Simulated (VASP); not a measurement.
Energy against volume of KZnF3 (cubic perovskite). Level of theory: PBE GGA with D3 dispersion (zero damping), VASP's PBE PAW potentials (set 64) (plane waves; VASP). Run with 520 eV cut-off, 6×6×6 Γ-centred mesh, Gaussian smearing of 0.050 eV, potentials K_sv Zn F.

```
V (Å³/atom)  E (eV/atom)
-----------  -----------
13.563          -4.22907
13.983          -4.23344
14.402          -4.23216
14.822          -4.22595
```

**Question.** Fit these four points and predict the energy of the run at 13.144 Å³/atom.

**Answer.** A cubic in V^(−2/3), the third-order Birch-Murnaghan form, passes through the four points with V0 = 14.09 Å³/atom and B0 = 70 GPa, and gives -4.2182 eV/atom there. The run gave -4.2180 eV/atom, +0.2 meV/atom from the fit; all five points give B0 = 70 GPa.

The compound is KZnF3 in the cubic perovskite structure. It was relaxed first, which changed the volume by +6 %.
